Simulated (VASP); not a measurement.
# Cu4S3 (a cell with a defect) in VASP: notebook

One crystal, Cu4S3 (a cell with a defect), is run at these levels: PBEsol; tasks: single point.

All numbers are computed with VASP 6.6.1; they aren't measurements. Logs are shortened: lines on timing, memory, paths and dates and some standing lists are left out, and cuts for length are marked.

## (1) Starting point

The cell holds a defect, 7 atoms: a = 7.297 Å, b = 7.297 Å, c = 3.649 Å, α = 60.00°, β = 60.00°, γ = 60.00°.

## (2) Single point, PBEsol

Input file INCAR:

```
SYSTEM = Cu4S3
PREC     = Accurate       ! precision mode
ENCUT    = 520            ! plane-wave cutoff, eV
EDIFF    = 1E-6           ! SCF threshold, eV
ISMEAR   = -1             ! smearing method
SIGMA    = 0.1            ! smearing width, eV
LREAL    = .FALSE.        ! projectors in reciprocal space
LASPH    = .TRUE.         ! aspherical terms in the spheres
NELM     = 100            ! most SCF steps
ALGO     = Fast           ! electronic algorithm
ISIF     = 2              ! what is computed and relaxed
LWAVE    = .FALSE.        ! write WAVECAR
LCHARG   = .FALSE.        ! write CHGCAR
GGA      = PS             ! functional
NBANDS   = 40             ! bands
```

Input file KPOINTS:

```
Automatic mesh
0
G
  4 4 4
  0 0 0
```

Input file POSCAR:

```
Cu4S3
1.0
    0.0000000000      5.1600602200      5.1600602200
    5.1600602200      0.0000000000      5.1600602200
    2.5800301100      2.5800301100      0.0000000000
Cu S
4 3
Direct
    0.1249999947      0.1249999947      0.2499999893
    0.1249999947      0.6249999734      0.2499999893
    0.6249999734      0.1249999947      0.2499999893
    0.6249999734      0.6249999734      0.2499999893
   -0.0460796948      0.1846435815     -0.1384305550
    0.4999999787      0.0000000000      0.0000000000
    0.4999999787      0.4999999787      0.0000000000
```

Potentials or basis: VASP PAW PBE potentials, release 64 (Cu, S).

Launch:

```console
$ cat potpaw_PBE.64/Cu/POTCAR potpaw_PBE.64/S/POTCAR > POTCAR
$ mpirun -np 1 vasp_std > vasp.out
```

OUTCAR:

```text
SYSTEM = Cu4S3
   PREC = Accurate
   ENCUT = 520
   EDIFF = 1E-6
   ISMEAR = -1
   LREAL = .FALSE.
   LASPH = .TRUE.
   NELM = 100
   ISIF = 2
   GGA = PS

 ion  position               nearest neighbor table
   1  0.125  0.125  0.250-   5 2.09   5 2.09   6 2.23
   2  0.125  0.625  0.250-   7 2.23
   3  0.625  0.125  0.250-   5 2.23   7 2.23   6 2.23   6 2.23
   4  0.625  0.625  0.250-   7 2.23   7 2.23   6 2.23
   5  0.954  0.185  0.862-   1 2.09   1 2.09   3 2.23
   6  0.500  0.000  0.000-   1 2.23   3 2.23   3 2.23   4 2.23
   7  0.500  0.500  0.000-   2 2.23   3 2.23   4 2.23   4 2.23

  LATTYP: Found a base centered orthorhombic cell.
 ALAT       =     7.2974271458
 B/A-ratio  =     1.4142135624
 C/A-ratio  =     0.5000000000

  Lattice vectors:

 A1 = (  -2.5800301100,   2.5800301100,  -5.1600602200)
 A2 = (  -2.5800301100,   2.5800301100,   5.1600602200)
 A3 = (   2.5800301100,   2.5800301100,   0.0000000000)

Analysis of symmetry for initial positions (statically):
=====================================================================
 Subroutine PRICEL returns:
 Original cell was already a primitive cell.

 Routine SETGRP: Setting up the symmetry group for a
 base centered orthorhombic supercell.

 Subroutine GETGRP returns: Found  1 space group operations
 (whereof  1 operations were pure point group operations)
 out of a pool of  8 trial point group operations.

The static configuration has the point symmetry C_1 .

Analysis of symmetry for dynamics (positions and initial velocities):
=====================================================================
 Subroutine PRICEL returns:
 Original cell was already a primitive cell.

 Routine SETGRP: Setting up the symmetry group for a
 base centered orthorhombic supercell.

 Subroutine GETGRP returns: Found  1 space group operations
 (whereof  1 operations were pure point group operations)
 out of a pool of  8 trial point group operations.

The dynamic configuration has the point symmetry C_1 .

 Subroutine INISYM returns: Found  1 space group operations
 (whereof  1 operations are pure point group operations),
 and found     1 'primitive' translations

----------------------------------------------------------------------------------------

                                     Primitive cell

  volume of cell :     137.3929

  direct lattice vectors                    reciprocal lattice vectors
     0.000000000  5.160060220  5.160060220    -0.096898094  0.096898094  0.096898094
     5.160060220  0.000000000  5.160060220     0.096898094 -0.096898094  0.096898094
     2.580030110  2.580030110  0.000000000     0.193796188  0.193796188 -0.193796188

  length of vectors
     7.297427146  7.297427146  3.648713573     0.167832422  0.167832422  0.335664844

  position of ions in fractional coordinates (direct lattice)
     0.124999995  0.124999995  0.249999989
     0.124999995  0.624999973  0.249999989
     0.624999973  0.124999995  0.249999989
     0.624999973  0.624999973  0.249999989
     0.953920305  0.184643581  0.861569445
     0.499999979  0.000000000  0.000000000
     0.499999979  0.499999979  0.000000000

  ion indices of the primitive-cell ions
   primitive index   ion index
                 1           1
                 2           2
                 3           3
                 4           4
                 5           5
                 6           6
                 7           7

----------------------------------------------------------------------------------------

 KPOINTS: Automatic mesh

Automatic generation of k-mesh.
 Grid dimensions read from file:
 generate k-points for:    4    4    4

 Generating k-lattice:

  Cartesian coordinates                     Fractional coordinates (reciprocal lattice)
    -0.024224523  0.024224523  0.024224523     0.250000000  0.000000000  0.000000000
     0.024224523 -0.024224523  0.024224523     0.000000000  0.250000000  0.000000000
     0.048449047  0.048449047 -0.048449047     0.000000000  0.000000000  0.250000000

  Length of vectors
     0.041958105  0.041958105  0.083916211

  Shift w.r.t. Gamma in fractional coordinates (k-lattice)
     0.000000000  0.000000000  0.000000000

 Subroutine IBZKPT returns following result:
 ===========================================

 Found     36 irreducible k-points:

 Following reciprocal coordinates:
            Coordinates               Weight
  0.000000  0.000000  0.000000      1.000000
  0.250000  0.000000  0.000000      2.000000
  0.000000 -0.250000  0.000000      2.000000
  0.500000  0.000000  0.000000      1.000000
  0.000000  0.500000  0.000000      1.000000
  0.250000  0.250000  0.000000      2.000000
[... 16 lines left out ...]
  0.250000  0.250000  0.250000      2.000000
 -0.250000  0.250000  0.250000      2.000000
 [... further k-points ...]
   k-points           NKPTS =     36   k-points in BZ     NKDIM =     36   number of bands    NBANDS=     40
   number of dos      NEDOS =    301   number of ions     NIONS =      7
   total plane-waves  NPLWV =  81648
   dimension x,y,z NGX =    54 NGY =   54 NGZ =   28
   dimension x,y,z NGXF=   108 NGYF=  108 NGZF=   56
   ions per type =               4   3
   NGX,Y,Z   is equivalent  to a cutoff of  12.30, 12.30, 12.76 a.u.
   NGXF,Y,Z  is equivalent  to a cutoff of  24.60, 24.60, 25.52 a.u.
 SYSTEM =  Cu4S3
   PREC   = accura    normal or accurate (medium, high low for compatibility)
   ISTART =      0    job   : 0-new  1-cont  2-samecut
   ICHARG =      2    charge: 1-file 2-atom 10-const
   ISPIN  =      1    spin polarized calculation?
   LNONCOLLINEAR =      F non collinear calculations
   LSORBIT =      F    spin-orbit coupling
   LASPH  =      T    aspherical Exc in radial PAW
   ENCUT  =  520.0 eV  38.22 Ry    6.18 a.u.  13.57 13.57  6.78*2*pi/ulx,y,z
   NELM   =    100;   NELMIN=  2; NELMDL= -5     # of ELM steps
   EDIFF  = 0.1E-05   stopping-criterion for ELM
   LREAL  =      F    real-space projection
   EDIFFG = 0.1E-04   stopping-criterion for IOM
   NSW    =      0    number of steps for IOM
   IBRION =     -1    ionic relax: 0-MD 1-quasi-New 2-CG
   NFREE  =      0    steps in history (QN), initial steepest desc. (CG)
   ISIF   =      2    stress and relaxation
   ISYM   =      2    0-nonsym 1-usesym 2-fastsym
   POTIM  = 0.5000    time-step for ionic-motion
   TEBEG  =    0.0;   TEEND  =   0.0 temperature during run
   PSTRESS=    0.0 pullay stress
   NELECT =      62.0000    total number of electrons
   NUPDOWN=      -1.0000    fix difference up-down
   EMIN   =  10.00;   EMAX   =-10.00  energy-range for DOS
   EFERMI =   0.00;   METHOD = LEGACY
   ISMEAR =    -1;   SIGMA  =   0.10  broadening in eV -4-tet -1-fermi 0-gaus
   EFERMI_NEDOS =   21; number of points for ismear=-14 and -15
   IALGO  =     68    algorithm
   IMIX   =      4    mixing-type and parameters
     AMIX     =   0.40;   BMIX     =  1.00
     AMIX_MAG =   1.60;   BMIX_MAG =  1.00
  volume/ion in A,a.u.               =      19.63       132.45
  Fermi-wavevector in a.u.,A,eV,Ry     =   1.255694  2.372918 21.453237  1.576768
  Thomas-Fermi vector in A             =   2.389439
   LORBIT       =      0    0 simple, 1 ext, 2 COOP (PROOUT), +10 PAW based schemes
   GGA     = PS    functional components
   LHFCALC =     F    Hartree Fock is set to
   AEXX    =    0.0000 exact exchange contribution
   IVDW    =     0    specifies the selected vdW correction
   LEPSILON=     F    determine dielectric tensor
   LRPA    =     F    only Hartree local field effects (RPA)
 non-spin polarized calculation
 RMM-DIIS sequential band-by-band and
  energy-cutoff  :      520.00
  volume of cell :      137.39
 maximum number of plane-waves:      3740
   NGX = 27   NGY = 27   NGZ = 13

 number of electron      61.9999971 magnetization

 Free energy of the ion-electron system (eV)
  ---------------------------------------------------
  ext. energy  EPLUGINS =         0.00000000
  ---------------------------------------------------
  free energy    TOTEN  =       -29.20636865 eV

  energy without entropy =      -29.05503307  energy(sigma->0) =      -29.13070086

 E-fermi :   3.4892     XC(G=0):  -9.8015

 val. band max:        3.4705383475   @ k =   0.0000   0.2500  -0.2500
 cond. band min:       3.4940179512   @ k =  -0.2500   0.0000   0.2500
 fundamental gap:      0.0234796038
 Fermi energy:         3.4892431442

 k-point     1 :       0.0000    0.0000    0.0000
  band No.  band energies     occupation
      1     -10.4485      2.00000
      2      -9.3226      2.00000
      3      -9.2589      2.00000
      4      -2.5273      2.00000
      5      -1.9875      2.00000
      6      -1.2990      2.00000
[... 32 lines left out ...]
     39      10.5413      0.00000
     40      10.7040      0.00000

 k-point     2 :       0.2500    0.0000    0.0000
  band No.  band energies     occupation
      1     -10.3632      2.00000
      2      -9.5315      2.00000
      3      -9.1632      2.00000
      4      -2.4199      2.00000
      5      -2.0170      2.00000
      6      -1.2546      2.00000
[... 32 lines left out ...]
     39      10.0694      0.00000
     40      10.8608      0.00000

 k-point     3 :       0.0000   -0.2500    0.0000
  band No.  band energies     occupation
      1     -10.3613      2.00000
      2      -9.5162      2.00000
      3      -9.1885      2.00000
      4      -2.4160      2.00000
      5      -1.8028      2.00000
      6      -1.2917      2.00000
[... 853 lines left out ...]
  band No.  band energies     occupation
      1     -10.1484      2.00000
      2      -9.1800      2.00000
      3      -9.1135      2.00000
      4      -2.1644      2.00000
      5      -1.6850      2.00000
      6      -1.5589      2.00000
[... 32 lines left out ...]
     39      10.1348      0.00000
     40      10.4181      0.00000

 k-point    24 :      -0.2500    0.2500    0.2500
  band No.  band energies     occupation
      1      -9.9907      2.00000
      2      -9.4621      2.00000
      3      -9.0225      2.00000
      4      -2.0245      2.00000
      5      -1.9150      2.00000
      6      -1.5920      2.00000
[... 32 lines left out ...]
     39      10.1374      0.00000
     40      10.6331      0.00000

 [... further k-points ...]

------------------------ aborting loop because EDIFF is reached ----------------------------------------

  FORCE on cell =-STRESS in cart. coord.  units (eV):
  Direction    XX          YY          ZZ          XY          YZ          ZX
  --------------------------------------------------------------------------------------
  -------------------------------------------------------------------------------------
  Total       -1.0237591     -1.0088119     -3.4430265      1.5911916      0.0470160     -0.0404153
  in kB      -11.9383427    -11.7640393    -40.1501003     18.5553329      0.5482673     -0.4712947
  external PRESSURE =     -21.2841608 kB  Pullay stress =       0.0000000 kB

 VOLUME and BASIS-vectors are now :
 -----------------------------------------------------------------------------
  energy-cutoff  :      520.00
  volume of cell :      137.39
      direct lattice vectors                 reciprocal lattice vectors
     0.000000000  5.160060220  5.160060220    -0.096898094  0.096898094  0.096898094
     5.160060220  0.000000000  5.160060220     0.096898094 -0.096898094  0.096898094
     2.580030110  2.580030110  0.000000000     0.193796188  0.193796188 -0.193796188

 POSITION                                       TOTAL-FORCE (eV/Angst)
 -----------------------------------------------------------------------------------
      1.29002      1.29002      1.29002        -0.611244      0.621732      0.512184
      3.87005      1.29002      3.87005        -0.259224      0.259364      0.315881
      1.29002      3.87005      3.87005        -0.004060      0.004138     -0.210042
      3.87005      3.87005      6.45008         0.453746     -0.453779     -0.291756
      3.17565      7.14516      5.87506        -0.058109      0.047252     -0.163126
      0.00000      2.58003      2.58003        -0.200386      0.200940      0.099510
      2.58003      2.58003      5.16006         0.679277     -0.679646     -0.262651
 -----------------------------------------------------------------------------------
    total drift:                               -0.000555      0.000407      0.001261

  FREE ENERGIE OF THE ION-ELECTRON SYSTEM (eV)
  ---------------------------------------------------
  free  energy   TOTEN  =       -29.2063686545 eV

  energy  without entropy=      -29.0550330718  energy(sigma->0) =      -29.13070086
```

Wall time 5.2 min (1 thread of Intel Xeon Platinum 8559C (Emerald Rapids), shared host); peak memory 0.34 GiB.

What came out:

```
Free energy            : -29.2064 eV
Pressure               : -2.1 GPa
Largest force          : 1.011 eV/Å
Band gap on the k mesh : none (metal or under the smearing width)
```

Forces on the atoms (eV/Å):
```
Cu  -0.611  0.622  0.512
Cu  -0.259  0.259  0.316
Cu  -0.004  0.004 -0.210
Cu   0.454 -0.454 -0.292
S   -0.058  0.047 -0.163
S   -0.200  0.201  0.100
S    0.679 -0.680 -0.263
```

Caveat: the k mesh is coarse (spacing up to 0.53 Å⁻¹), so the values aren't converged; the PAW data sets were made with another functional, which shifts forces and pressure a little; the run has no spin polarisation, though such a crystal can be magnetic.

## (3) Single point, PBEsol

Input file INCAR:

```
ALGO = Fast ; EDIFF = 1E-6
ENCUT = 520 ; GGA = PS
ISIF = 2 ; ISMEAR = -1
LASPH = True ; LCHARG = False
LREAL = False ; LWAVE = False
NBANDS = 40 ; NELM = 100
PREC = Accurate ; SIGMA = 0.1
```

Input file KPOINTS:

```
k-points
0
Gamma
  4 4 4
```

Changes to POSCAR since step 2:

```diff
@@ -12,3 +12,3 @@
     0.6249999734      0.6249999734      0.2499999893
-   -0.0460796948      0.1846435815     -0.1384305550
+   -0.0046778524      0.0058793887     -0.0012015364
     0.4999999787      0.0000000000      0.0000000000
```

Potentials or basis: VASP PAW PBE potentials, release 64 (Cu, S).

Launch:

```console
$ cat potpaw_PBE.64/Cu/POTCAR potpaw_PBE.64/S/POTCAR > POTCAR
$ mpirun -np 1 vasp_std > vasp.out
```

Run time: 3.5 min. Hardware: 1 thread of Intel Xeon Platinum 8559C (Emerald Rapids), shared host; peak memory 0.33 GiB.

The run converged. Its results:

| Item | Value |
| --- | --- |
| Free energy | -29.8473 eV |
| Pressure | -3.4 GPa |
| Largest force | 0.898 eV/Å |
| Band gap on the k mesh | none (metal or under the smearing width) |

Forces on the atoms (eV/Å):
```
Cu  -0.434  0.434 -0.401
Cu   0.081 -0.081  0.891
Cu   0.084 -0.084 -0.317
Cu   0.459 -0.459 -0.419
S   -0.008  0.008  0.006
S    0.002 -0.002  0.273
S   -0.184  0.184 -0.032
```

Stress tensor (GPa, compression positive):
```
-3.02  0.29 -0.21
 0.29 -3.02  0.21
-0.21  0.21 -4.25
```

Levels at points of the mesh, in eV from the Fermi level:
| k point | band 29 | band 30 | band 31 | band 32 | band 33 | band 34 |
| --- | --- | --- | --- | --- | --- | --- |
| (0.00, 0.00, 0.00) | -0.77 | 0.14 | 0.58 | 0.74 | 0.87 | 3.88 |
| (0.50, 0.00, 0.00) | -0.70 | -0.08 | 0.66 | 0.67 | 0.97 | 2.60 |
| (0.00, 0.50, 0.00) | -0.72 | -0.09 | 0.68 | 0.69 | 0.97 | 2.62 |
| (0.50, 0.50, 0.00) | -0.18 | -0.14 | -0.09 | 0.16 | 1.77 | 2.72 |
| (0.00, 0.00, 0.50) | -1.01 | -0.62 | -0.58 | 0.17 | 0.35 | 3.54 |
| (0.50, 0.00, 0.50) | -1.05 | -0.85 | -0.74 | -0.64 | 1.89 | 2.69 |
| (0.00, 0.50, 0.50) | -1.03 | -0.85 | -0.75 | -0.65 | 1.88 | 2.70 |
| (0.50, 0.50, 0.50) | -1.37 | -1.31 | -0.89 | 0.19 | 1.92 | 2.24 |

Caveat: the k mesh is coarse (spacing up to 0.53 Å⁻¹), so the values aren't converged; the PAW data sets were made with another functional, which shifts forces and pressure a little; the run has no spin polarisation, though such a crystal can be magnetic. With open d or f shells a metallic result of PBEsol can be an artefact of self-interaction; +U or a hybrid may open a gap.
